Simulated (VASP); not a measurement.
Output of a VASP run:

**OSZICAR**
```
...
DAV:   9    -0.399742262928E+02   -0.21246E-08   -0.14584E-07  1312   0.319E-03
   5 F= -.41059391E+02 E0= -.41059391E+02  d E =-.476824E-02
       N       E                     dE             d eps       ncg     rms          rms(c)
DAV:   1    -0.399742741637E+02   -0.47873E-04   -0.39373E-03  2000   0.647E-01    0.377E-02
DAV:   2    -0.399742723305E+02    0.18332E-05   -0.24220E-04  2008   0.115E-01    0.238E-02
DAV:   3    -0.399742615376E+02    0.10793E-04   -0.30717E-05  2576   0.489E-02    0.830E-03
DAV:   4    -0.399742604203E+02    0.11173E-05   -0.68036E-06  2592   0.225E-02    0.262E-03
DAV:   5    -0.399742604235E+02   -0.31910E-08   -0.90005E-07  2280   0.765E-03
   6 F= -.41059395E+02 E0= -.41059395E+02  d E =-.477211E-02
       N       E                     dE             d eps       ncg     rms          rms(c)
DAV:   1    -0.399738218341E+02    0.43859E-03   -0.24727E-01  2224   0.583E+00    0.106E-01
DAV:   2    -0.399750806013E+02   -0.12588E-02   -0.15127E-02  1976   0.909E-01    0.712E-02
DAV:   3    -0.399750811265E+02   -0.52513E-06   -0.58985E-04  2704   0.172E-01    0.416E-02
DAV:   4    -0.399750630280E+02    0.18098E-04   -0.77035E-05  2624   0.874E-02    0.198E-02
DAV:   5    -0.399750613386E+02    0.16894E-05   -0.22705E-05  2632   0.411E-02    0.613E-03
DAV:   6    -0.399750613339E+02    0.46493E-08   -0.21671E-06  2648   0.135E-02    0.343E-03
DAV:   7    -0.399750613173E+02    0.16629E-07   -0.46976E-07  1960   0.562E-03
   7 F= -.41060010E+02 E0= -.41060010E+02  d E =-.615510E-03
       N       E                     dE             d eps       ncg     rms          rms(c)
DAV:   1    -0.399739096059E+02    0.11517E-02   -0.31126E-01  2224   0.654E+00    0.119E-01
DAV:   2    -0.399754990038E+02   -0.15894E-02   -0.19060E-02  1976   0.102E+00    0.793E-02
DAV:   3    -0.399754993960E+02   -0.39221E-06   -0.74108E-04  2704   0.193E-01    0.462E-02
DAV:   4    -0.399754764788E+02    0.22917E-04   -0.96568E-05  2632   0.980E-02    0.218E-02
DAV:   5    -0.399754744105E+02    0.20683E-05   -0.28457E-05  2624   0.459E-02    0.684E-03
DAV:   6    -0.399754743901E+02    0.20397E-07   -0.26567E-06  2640   0.150E-02    0.383E-03
DAV:   7    -0.399754743663E+02    0.23766E-07   -0.59532E-07  2200   0.629E-03
   8 F= -.41060226E+02 E0= -.41060226E+02  d E =-.831131E-03
       N       E                     dE             d eps       ncg     rms          rms(c)
DAV:   1    -0.399754595891E+02    0.14801E-04   -0.98567E-04  2224   0.367E-01    0.673E-03
DAV:   2    -0.399754645175E+02   -0.49284E-05   -0.59773E-05  1984   0.570E-02    0.437E-03
DAV:   3    -0.399754645195E+02   -0.20100E-08   -0.23719E-06  2728   0.107E-02    0.252E-03
DAV:   4    -0.399754644560E+02    0.63539E-07   -0.25191E-07  1744   0.528E-03
   9 F= -.41060227E+02 E0= -.41060227E+02  d E =-.832070E-03
       N       E                     dE             d eps       ncg     rms          rms(c)
DAV:   1    -0.399754184209E+02    0.46099E-04   -0.10946E-02  2264   0.145E+00    0.268E-02
DAV:   2    -0.399754974095E+02   -0.78989E-04   -0.89899E-04  1928   0.202E-01    0.173E-02
DAV:   3    -0.399754984069E+02   -0.99744E-06   -0.32271E-05  2728   0.425E-02    0.910E-03
DAV:   4    -0.399754982023E+02    0.20466E-06   -0.29189E-06  2584   0.175E-02    0.541E-03
DAV:   5    -0.399754981356E+02    0.66714E-07   -0.85390E-07  2512   0.851E-03
  10 F= -.41060262E+02 E0= -.41060262E+02  d E =-.347965E-04
```

File OUTCAR:
```
------------------------ aborting loop because EDIFF is reached ----------------------------------------
  Edisp (eV):   -1.08476
  FORCE on cell =-STRESS in cart. coord.  units (eV):
  Direction    XX          YY          ZZ          XY          YZ          ZX
  --------------------------------------------------------------------------------------
  Total       1.39765     1.39765     1.41992     0.00000    -0.00000     0.00000
  in kB      35.06854    35.06854    35.62736     0.00000    -0.00000     0.00000
  external pressure =       35.25 kB  Pullay stress =        0.00 kB
  volume of cell :       63.85
      direct lattice vectors                 reciprocal lattice vectors
     3.969732404  0.000000000  0.000000000     0.251906148  0.000000000  0.000000000
     0.000000000  3.969732404 -0.000000000     0.000000000  0.251906148 -0.000000000
     0.000000000  0.000000000  4.051985286     0.000000000  0.000000000  0.246792604
 POSITION                                       TOTAL-FORCE (eV/Angst)
 -----------------------------------------------------------------------------------
      3.96973      0.00000      0.00804         0.000000     -0.000000     -0.003417
      1.98487      1.98487      2.09798        -0.000000      0.000000      0.001968
      1.98487      1.98487      3.94799        -0.000000      0.000000      0.003547
      0.00000      1.98487      1.96504        -0.000000     -0.000000     -0.001049
      1.98487      0.00000      1.96504        -0.000000     -0.000000     -0.001049
 -----------------------------------------------------------------------------------
    total drift:                                0.000000      0.000000      0.000194
  FREE ENERGIE OF THE ION-ELECTRON SYSTEM (eV)
  ---------------------------------------------------
  free  energy   TOTEN  =       -41.0602615025 eV

  energy  without entropy=      -41.0602615025  energy(sigma->0) =      -41.06026150

 reached required accuracy - stopping structural energy minimisation
```
(Selected blocks of OUTCAR.)

POSCAR:
```
BaTiO3
1
    3.9433513862     0.0000000000     0.0000000000
    0.0000000000     3.9433513862     0.0000000000
    0.0000000000     0.0000000000     4.1063821939
Ba Ti O
1 1 3
Direct
  0.0000000000   0.0000000000   0.0068883892
  0.5000000000   0.5000000000   0.5254378931
  0.5000000000   0.5000000000   0.9657435521
  1.0000000000   0.5000000000   0.4829650828
  0.5000000000   0.0000000000   0.4829650828
```

Q: Reconstruct the remaining input files.

A: This is not unique; one that fits is the input of the run itself, PBE GGA with D4 dispersion, plane waves, VASP's PBE PAW potentials (set 64).

**INCAR**
```
# general
SYSTEM   =  BaTiO3
PREC     =  Accurate
ENCUT    =  520
LREAL    =  F
LASPH    =  T

# electronic loop
EDIFF    =  1E-7
NELM     =  100
ALGO     =  Normal
LMAXMIX  =  4

# smearing
ISMEAR   =  0
SIGMA    =  0.05

# functional
GGA      =  PE
IVDW     =  13

# ions
IBRION   =  2
NSW      =  30
ISIF     =  4
EDIFFG   =  -0.01

# output
LWAVE    =  F
LCHARG   =  F
```

**KPOINTS**
```
Automatic mesh
0
Gamma
6 6 6
0 0 0
```

POTCAR, in this order: Ba_sv Ti_sv O (PBE.64 set). Program: vasp_std.

The compound is BaTiO3 in the tetragonal perovskite structure. This cell is one point of a volume scan, at 0.97 of the reference volume. Symmetry was kept, so distortions that lower it aren't found.
